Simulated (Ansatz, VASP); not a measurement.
# Cross-check of BP between VASP and Ansatz, part 2 of 2

Wanted: the spread between two codes on one cell, functional and k mesh. The structure shown is the end of the Ansatz relaxation below.

VASP 6.6.1 and Ansatz 0.2.0.

So far: The structure; Ansatz: relaxation, RPBE; VASP: single point, RPBE, pair 1.

## 3. VASP: single point, RPBE, pair 1 (continued)

Level of this step: RPBE; plane waves and PAW (B, P) (VASP).

Numbers of over 12 decimals in the logs are rounded to 6 here.

OUTCAR, selected parts (step 3):

```text
ion  position               nearest neighbor table
   1  0.000  0.000  0.000-   2 1.96   2 1.96   2 1.96   2 1.96
   2  0.250  0.250  0.250-   1 1.96   1 1.96   1 1.96   1 1.96

  LATTYP: Found a face centered cubic cell.
 ALAT       =     4.5291506984

 Subroutine GETGRP returns: Found 24 space group operations
 (whereof 24 operations were pure point group operations)

The static configuration has the point symmetry T_d .

 Found     72 irreducible k-points:

   k-points           NKPTS =     72   k-points in BZ     NKDIM =     72   number of bands    NBANDS=     10

   dimension x,y,z NGX =    24 NGY =   24 NGZ =   24
   dimension x,y,z NGXF=    48 NGYF=   48 NGZF=   48

   ENCUT  =  500.0 eV  36.75 Ry    6.06 a.u.   5.84  5.84  5.84*2*pi/ulx,y,z

   NELECT =       8.0000    total number of electrons

 k-points in reciprocal lattice and weights: Automatic mesh
   0.00000000  0.00000000  0.00000000       0.001
   0.08333333  0.00000000  0.00000000       0.005
   0.16666667  0.00000000  0.00000000       0.005
   0.25000000  0.00000000  0.00000000       0.005
   0.33333333  0.00000000  0.00000000       0.005
   0.41666667  0.00000000  0.00000000       0.005
   0.50000000  0.00000000  0.00000000       0.002
   0.08333333  0.08333333  0.00000000       0.003
   0.16666667  0.08333333  0.00000000       0.014
[...]
-0.33333333  0.50000000  0.16666667       0.007
  -0.25000000  0.50000000  0.25000000       0.003

 average (electrostatic) potential at core
       1 -24.7943       2 -81.2852

 E-fermi :   8.2087

 k-point     1 :       0.0000    0.0000    0.0000
  band No.  band energies     occupation
      1      -7.9401      2.00000
      2       7.5903      2.00000
      3       7.5903      2.00000
      4       7.5903      2.00000
      5      10.9923      0.00000
      6      10.9923      0.00000
      7      10.9923      0.00000
      8      15.0946      0.00000
      9      19.2916      0.00000
    ...

 k-point     2 :       0.0833    0.0000    0.0000
  band No.  band energies     occupation
      1      -7.8141      2.00000
      2       6.6231      2.00000
      3       7.3747      2.00000
      4       7.3747      2.00000
      5      11.2907      0.00000
      6      11.2907      0.00000
      7      11.3576      0.00000
      8      15.4588      0.00000
      9      19.1369      0.00000
    ...

 k-point     3 :       0.1667    0.0000    0.0000
  band No.  band energies     occupation
      1      -7.4396      2.00000
      2       4.7375      2.00000
      3       6.9202      2.00000
      4       6.9202      2.00000
      5      11.6422      0.00000
      6      11.9042      0.00000
      7      11.9042      0.00000
      8      16.3757      0.00000
      9      18.4883      0.00000
    ...

  Total        0.6526807      0.6526807      0.6526807     -0.0000000      0.0000000      0.0000000
  in kB       45.0216100     45.0216100     45.0216100     -0.0000000      0.0000000      0.0000000
  external PRESSURE =      45.0216100 kB  Pullay stress =       0.0000000 kB

  energy-cutoff  :      500.00
  volume of cell :       23.23
      direct lattice vectors                 reciprocal lattice vectors
     0.000000000  2.264575349  2.264575349    -0.220791947  0.220791947  0.220791947
     2.264575349  0.000000000  2.264575349     0.220791947 -0.220791947  0.220791947
     2.264575349  2.264575349  0.000000000     0.220791947  0.220791947 -0.220791947

 POSITION                                       TOTAL-FORCE (eV/Angst)
 -----------------------------------------------------------------------------------
      0.00000      0.00000      0.00000         0.000000      0.000000      0.000000
      1.13229      1.13229      1.13229        -0.000000     -0.000000     -0.000000
 -----------------------------------------------------------------------------------
    total drift:                                0.000000      0.000000      0.000000

  FREE ENERGIE OF THE ION-ELECTRON SYSTEM (eV)
  ---------------------------------------------------
  free  energy   TOTEN  =       -12.2657037071 eV

  energy  without entropy=      -12.2657037071  energy(sigma->0) =      -12.26570371

 total charge
# of ion       s       p       d       tot
------------------------------------------
    1        0.675   1.280   0.000   1.955
    2        0.994   1.584   0.000   2.578
--------------------------------------------------
tot          1.669   2.864   0.000   4.533

[... 3 further parts left out ...]
```

The run ends at a pressure of 4.50 GPa.

## 4. Comparison

Known differences besides the potentials themselves: fixed occupations in Ansatz, narrow Gaussian smearing in VASP; the cutoff is 420 eV in Ansatz and 500 eV in VASP; Ansatz makes its cores anew for this functional, VASP keeps those of its PBE data sets; Ansatz's pressure holds a Pulay correction, VASP's none. Total energies have different zeros and are not compared.

The two programs side by side:

| quantity | Ansatz | VASP | difference |
| --- | --- | --- | --- |
| pressure (GPa) | 4.97 | 4.50 | +0.47 |
| gap on the k mesh (eV) | 1.252 | 1.237 | +0.015 |

A gap on the mesh is an upper bound, since the band edges may lie between its points.

## 5. Ansatz: relaxation, RPBE

This run makes the geometry at which the two programs are then compared. The cell compared in this pair holds 21.54 Å³, against 23.23 Å³ for the pair before.

The structure compared here is the end of the Ansatz relaxation.

input.yaml

```yaml
crystal:
  lattice:
    - [0.0, 2.2874846914, 2.2874846914]
    - [2.2874846914, 0.0, 2.2874846914]
    - [2.2874846914, 2.2874846914, 0.0]
  atoms:
    - { symbol: B, position: [0.0, 0.0, 0.0] }
    - { symbol: P, position: [0.25, 0.25, 0.25] }
kpoints:
  mp_grid: { grid: [12, 12, 12] }
hamiltonian:
  xc: rpbe
scf:
  occupations: { method: fixed }
output:
  forces: true
  stress: true
  eigenvalues: true
  write_density: true
  write_potential: true
  elf: true
  volumetric_format: npy
relax:
  adjacent_minimum: "off"
  f_tol: 0.001
  max_steps: 60
  cell: { stress_tol: 0.05, p_target: 20.0 }
```

Started as:

```sh
$ ansatz run input.yaml --threads 4 --pin off --max-ram 8192MiB --backend cpu --events-out ev --progress --plain --runs-dir out
```

The program printed:

```text
[...]
Crystal: 2 atoms, lattice volume = 23.939 Å³
Basis set: ecut = 420 eV, 459 PW (Γ), exchange–correlation on 48×48×48 points (8 copies of the dense FFT grid, shifted against one another)
Bands: 8, of which v1, the nominal top of the filled ones, is band 4 counted from 1 (3 counted from 0)
Symmetry: 24 space group operations
[...]
k-points: 72 of 1728 (time reversal used)
[...]
-0.000000       0.000000      19.999103
  P = ⅓ Tr σ = 19.9991 GPa (199.991 kbar)
--- Band table (eV; the first three rows and the last of 72) ---
[...]
--- Relaxed structure (5 steps of the walk, 5 accepted, 2 SCFs on fresh bases) ---
[...]
cell:  # Å, volume = 21.5448 Å³
    - [0, 2.208536, 2.208536]
    - [2.208536, 0, 2.208536]
    - [2.208536, 2.208536, 0]
  atoms:
    - { symbol: B, position: [0, 0, 0] }
    - { symbol: P, position: [0.25, 0.25, 0.25] }
[key lines of the parts left out:]
SCF converged after 4 iterations
Free energy (F): -916.619181 eV
Fermi energy:    10.500526 eV
```

## 6. VASP: single point, RPBE, pair 2

The same cell, functional and mesh now go to VASP, with its own data sets.

INCAR

```
SYSTEM = BP
PREC = Accurate
ENCUT = 500
EDIFF = 1E-06
NELM = 120
ISMEAR = 0
SIGMA = 0.01
LREAL = .FALSE.
ALGO = Normal
GGA = RP
NBANDS = 10
LORBIT = 11
LWAVE = .FALSE.
LCHARG = .FALSE.
ISIF = 2
LASPH = .TRUE.
GGA_COMPAT = .FALSE.
EFERMI = MIDGAP
```

POSCAR

```
BP
1.0
    0.0000000000      2.2085355053      2.2085355053
    2.2085355053      0.0000000000      2.2085355053
    2.2085355053      2.2085355053      0.0000000000
B P
1 1
Direct
    0.0000000000      0.0000000000      0.0000000000
    0.2500000000      0.2500000000      0.2500000000
```

KPOINTS

```
Automatic mesh
0
Gamma
12 12 12
0 0 0
```

The projector-augmented-wave data sets are B and P (PBE family, release 64).

Started as:

```sh
$ mpirun -np 1 vasp_std
```

The program printed:

```text
[banner, memory and clock lines left out]
running    1 mpi-ranks, on    1 nodes
[...]
[... a notice as in an earlier step ...]

 LDA part: xc-table for (Slater+PW92), standard interpolation
 POSCAR, INCAR and KPOINTS ok, starting setup
[...]
entering main loop
       N       E                     dE             d eps       ncg     rms          rms(c)
DAV:   1     0.100077082010E+02    0.10008E+02   -0.40359E+03  1440   0.702E+02
DAV:   2    -0.124193860222E+02   -0.22427E+02   -0.21191E+02  1974   0.114E+02
DAV:   3    -0.129716082601E+02   -0.55222E+00   -0.55109E+00  1824   0.162E+01
DAV:   4    -0.129735928639E+02   -0.19846E-02   -0.19842E-02  1756   0.109E+00
[...]
DAV:  11    -0.121440453548E+02   -0.12731E-04   -0.16680E-05  1842   0.305E-02    0.272E-02
DAV:  12    -0.121440475593E+02   -0.22044E-05   -0.38919E-06  1632   0.142E-02    0.753E-03
DAV:  13    -0.121440474878E+02    0.71519E-07   -0.47650E-08   798   0.168E-03
   1 F= -.12144047E+02 E0= -.12144047E+02  d E =0.000000E+00
```

From OUTCAR (step 6):

```text
  Total        2.6072378      2.6072378      2.6072378     -0.0000000      0.0000000     -0.0000000
  in kB      193.8867265    193.8867265    193.8867265     -0.0000000      0.0000000     -0.0000000
  external PRESSURE =     193.8867265 kB  Pullay stress =       0.0000000 kB

 POSITION                                       TOTAL-FORCE (eV/Angst)
 -----------------------------------------------------------------------------------
      0.00000      0.00000      0.00000         0.000000      0.000000      0.000000
      1.10427      1.10427      1.10427        -0.000000     -0.000000     -0.000000
 -----------------------------------------------------------------------------------
    total drift:                                0.000000      0.000000      0.000000

  FREE ENERGIE OF THE ION-ELECTRON SYSTEM (eV)
  ---------------------------------------------------
  free  energy   TOTEN  =       -12.1440474878 eV

  energy  without entropy=      -12.1440474878  energy(sigma->0) =      -12.14404749

[... 1 part as in an earlier step ...]

[... 2 further parts left out ...]
[key lines of the parts left out:]
E-fermi :   9.0624
```

The run ends at a pressure of 19.39 GPa.

## 7. Differences

The two programs side by side:

| quantity | Ansatz | VASP | difference |
| --- | --- | --- | --- |
| pressure (GPa) | 20.00 | 19.39 | +0.61 |
| gap on the k mesh (eV) | 1.129 | 1.113 | +0.017 |

A gap on the mesh is an upper bound, since the band edges may lie between its points.

## 8. Results

```
difference in gap on the k mesh (single point, RPBE, pair 1) : 0.015 eV
difference in gap on the k mesh (single point, RPBE, pair 2) : 0.017 eV
difference in pressure (single point, RPBE, pair 2)          : 0.61 GPa
```

What this shows: The difference in pressure is 0.61 GPa (single point, RPBE, pair 2), within the 1 GPa picked in this series as the mark of a large difference. 2 further runs of this series are not shown here. How closely two codes agree says nothing of how well the functional describes the real material.

[Lines on the potential files, build, host, timing and source positions are cut from VASP's logs without a mark.]

[Logs are printed without paths, hosts, clocks, repeated set-up lines and the standing remarks that a program may print on its own settings, such as how far it seeks lower states.]

[Hosts, paths, dates, database ids (printed as entryN), source tags and the programs' standing remarks are cut or masked in the printed files.]
